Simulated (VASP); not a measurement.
Here is a VASP 6.6.1 calculation.

The input INCAR:

```
SYSTEM = Bi2Te3
ALGO = Normal
EDIFF = 1E-7
EDIFFG = -0.005
ENCUT = 300
GGA = PE
IBRION = 2
ISIF = 3
ISMEAR = 0
LASPH = .TRUE.
LCHARG = .FALSE.
LREAL = .FALSE.
LWAVE = .FALSE.
NELM = 80
NSW = 90
PREC = Accurate
SIGMA = 0.03
```

KPOINTS

```
k-points
0
G
  4 4 4
  0 0 0
```

Contents of POSCAR:

```
Bi2Te3                                  
1.0
    2.2230143320      1.2834579229     10.6615420634
   -2.2230143320      1.2834579229     10.6615420634
    0.0000000000     -2.5669158460     10.6615420634
  Bi              Te            
     2     3
Direct
     0.3971338162822089    0.3971338162822089    0.3971338162822090
     0.6028661837177910    0.6028661837177910    0.6028661837177913
     0.0000000000000000    0.0000000000000000    0.0000000000000000
     0.2157032372234498    0.2157032372234498    0.2157032372234493
     0.7842967627765504    0.7842967627765504    0.7842967627765509
```

Potentials or basis: VASP PAW PBE potentials, release 64 (Bi, Te).

Launch:

```sh
$ cat potpaw_PBE.64/Bi/POTCAR potpaw_PBE.64/Te/POTCAR > POTCAR
$ mpirun -np 1 vasp_std > vasp.out
```

What does it give for the relaxed cell?

a = 10.973 Å, b = 10.973 Å, c = 10.973 Å, α = 23.38°, β = 23.38°, γ = 23.38°.

What does it give for the relaxed volume?

36.52 Å³/atom.

Estimate the space group after relaxing (to 0.05 Å).

R-3m (No. 166).

Final structure:
```xyz
5
Lattice="2.2230 1.2834 10.6681 -2.2230 1.2834 10.6681 0.0000 -2.5669 10.6681" Properties=species:S:1:pos:R:3 pbc="T T T"
Bi    0.0000    0.0000   12.7106
Bi    0.0000    0.0000   19.2938
Te    0.0000    0.0000    0.0000
Te    0.0000    0.0000    6.9042
Te    0.0000    0.0000   25.1001
```
